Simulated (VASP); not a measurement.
Data:

```
CELL_PARAMETERS angstrom
      0.00000     3.30264     3.30264
      3.30264     0.00000     3.30264
      3.30264     3.30264     0.00000
ATOMIC_POSITIONS crystal
  Cd 0.00000 0.00000 0.00000
  Te 0.25000 0.25000 0.25000
```

These are PBE GGA, VASP's PBE PAW potentials (set 64) (plane waves; VASP 6.6.1) values and carry that method's errors. Settings: 400 eV cut-off, Gaussian smearing of 0.050 eV, potentials Cd Te.

Unless said otherwise, spin-orbit coupling is left out, though it shifts the bands of the heavy elements here.

Task: What does the run give for the band gap (along the path) with the smallest direct gap where there is one?

Result: 
```yaml
band gap (along the path): 0.60 eV
smallest direct gap (along the path): 0.60 eV
```

Only differences to runs with the same potentials and settings are physical.

The structure was generated: CdTe was put into the zinc blende type (F-43m), which need not be its known phase. It was relaxed first.
